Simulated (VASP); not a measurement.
These are r2SCAN meta-GGA, VASP's PBE PAW potentials (set 64) (plane waves; VASP 6.6.1) values and carry that method's errors.

The input files of a VASP run:

File KPOINTS:
```
K-points
0
Gamma
 8 8 8
0 0 0
```

**KPOINTS_OPT**
```
k-points along high-symmetry lines
10
Line-mode
Reciprocal
  0.000000   0.000000   0.000000 ! GAMMA
  0.500000   0.000000   0.500000 ! X

  0.500000   0.000000   0.500000 ! X
  0.625000   0.250000   0.625000 ! U

  0.375000   0.375000   0.750000 ! K
  0.000000   0.000000   0.000000 ! GAMMA

  0.000000   0.000000   0.000000 ! GAMMA
  0.500000   0.500000   0.500000 ! L

  0.500000   0.500000   0.500000 ! L
  0.500000   0.250000   0.750000 ! W

  0.500000   0.250000   0.750000 ! W
  0.500000   0.000000   0.500000 ! X
```

**INCAR**
```
ALGO = Normal
EDIFF = 1E-7
ENCUT = 520
ISIF = 2
ISMEAR = -5
LASPH = .True.
LCHARG = .False.
LEFG = .True.
LMAXMIX = 4
LMIXTAU = .True.
LORBIT = 11
LREAL = .False.
LWAVE = .False.
METAGGA = R2SCAN
NEDOS = 601
NELM = 100
PREC = Accurate
SYSTEM = ZrO2
```

### POSCAR
```
ZrO2
1
    0.0000000000     2.5459917047     2.5459917047
    2.5459917047     0.0000000000     2.5459917047
    2.5459917047     2.5459917047    -0.0000000000
Zr O
1 2
Direct
  0.0000000000   0.0000000000   0.0000000000
  0.2500000000   0.2500000000   0.2500000000
  0.7500000000   0.7500000000   0.7500000000
```

POTCAR, in this order: Zr_sv O (PBE.64 set). Program: vasp_std.

Q: What will the output report for the number of irreducible k-points (NKPTS), number of bands (NBANDS), largest plane-wave count, number of space-group operations, FFT grid (NGX, NGY, NGZ)?

A: 
```yaml
number of irreducible k-points (NKPTS): 29
number of bands (NBANDS): 16
largest_plane_wave_count: 905
number_of_space_group_operations: 48
FFT grid (NGX, NGY, NGZ): 28 × 28 × 28
```

The structure comes from a computed database's ZrO2 entry (Fm-3m); how it stands against other phases isn't given here. It was relaxed first.
